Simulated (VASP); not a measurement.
VASP input:

File KPOINTS:
```
Automatic mesh
0
Gamma
7 7 7
0 0 0
```

**INCAR**
```
IBRION=2   ! conjugate gradients
LREAL=.FALSE.   ! projection in real space or not
LWAVE=.FALSE.
ENCUT=520
LASPH=.TRUE.
ISMEAR=0   ! Gaussian
NSW=60   ! most ionic steps
SYSTEM=KCl
EDIFFG=-0.01
PREC=Accurate
SIGMA=0.05
GGA=PE   ! PBE
ISIF=3
NELM=100   ! most electronic steps
LCHARG=.FALSE.
EDIFF=1E-6
ALGO=Normal   ! blocked Davidson
```

File POSCAR:
```
KCl
1.0
  0.0000000000   3.1910210739   3.1910210739
  3.1910210739   0.0000000000   3.1910210739
  3.1910210739   3.1910210739   0.0000000000
K Cl
1 1
Cart
  0.0000000000   0.0000000000   0.0000000000
  3.1910210739   3.1910210739   3.1910210739
```

POTCAR, in this order: K_sv Cl (PBE.64 set). Program: vasp_std.

Question: Write an equivalent input for Ansatz.

Answer: One equivalent input (not run):
Ansatz 0.2 input:
```yaml
crystal:
  lattice:
    - [0.0000000, 3.1910211, 3.1910211]
    - [3.1910211, 0.0000000, 3.1910211]
    - [3.1910211, 3.1910211, 0.0000000]
  atoms:
    - { symbol: K, position: [0.0000000, 0.0000000, 0.0000000] }
    - { symbol: Cl, position: [0.5000000, 0.5000000, 0.5000000] }
kpoints:
  mp_grid: { grid: [7, 7, 7] }
hamiltonian:
  xc: pbe
  pseudopotentials: { kind: paw }
scf:
  occupations: { method: gaussian, width: 0.05 }
  max_iter: 100
relax:
  max_steps: 60
  f_tol: 0.01
  cell: {}
output: { forces: true, stress: true, eigenvalues: true }
```
The two are equivalent in intent, not identical: each code has its own PAW files, so the cut-off isn't converted (ENCUT is set for VASP's; basis.ecutwfc is left out, and Ansatz then takes the one that its files recommend); Ansatz stops its SCF on the density residual and VASP on the energy change (EDIFF).

The compound is KCl in the rock salt structure. It was relaxed first. The start is the result of an earlier pass.
